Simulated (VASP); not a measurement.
Here is the system:

```
LiCl
1.0
    0.00000     2.23292     2.23292
    2.23292     0.00000     2.23292
    2.23292     2.23292     0.00000
Li Cl
1 1
Direct
  0.00000   0.00000   0.00000
  0.50000   0.50000   0.50000
```

Calculation: PBEsol GGA, VASP's PBE PAW potentials (set 64) (plane waves; VASP). Settings: 620 eV cut-off, 10×10×10 Γ-centred mesh, Gaussian smearing of 0.050 eV, potentials Li_sv Cl.

Task: What does the run give for the energy per atom (σ→0), pressure?

Result: 
```json
{
  "energy per atom (σ→0)": "-3.475 eV/atom",
  "pressure": "30.08 GPa"
}
```

The absolute energy has meaning only against runs of the same code, potentials and settings.

The compound is LiCl in the rock salt structure. It was relaxed first under an external pressure of 30 GPa.
